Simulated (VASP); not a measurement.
Consider the following.

```xyz
2
Lattice="3.5343 -1.8945 -0.0538 3.5343 1.8945 -0.0538 2.5666 0.0000 3.0815" Properties=species:S:1:pos:R:3 pbc="T T T"
As     2.2209     0.0000     0.6855
As     7.6143     0.0000     2.2884
```

Level of theory: PBEsol GGA, VASP's PBE PAW potentials (set 64) (plane waves; VASP 6.6.1). Settings: 480 eV cut-off, 12×12×12 Γ-centred mesh, first-order Methfessel-Paxton smearing of 0.10 eV, potentials As.

### Question
Give the force on each atom (eV/Å).

### Answer

```json
[
 {"atom": "As1", "Fx": "1.701", "Fy": "0.000", "Fz": "0.067"},
 {"atom": "As2", "Fx": "-1.701", "Fy": "0.000", "Fz": "-0.067"}
]
```

### Question
Give the stress tensor in GPa (positive for a compressed cell).

### Answer

```
 6.40   0.00  -1.74
 0.00   4.01   0.00
-1.74   0.00   5.08
```
The pressure is its mean diagonal, 5.16 GPa.

The compound is As in the a7 structure. This cell was strained or had an atom moved on purpose.
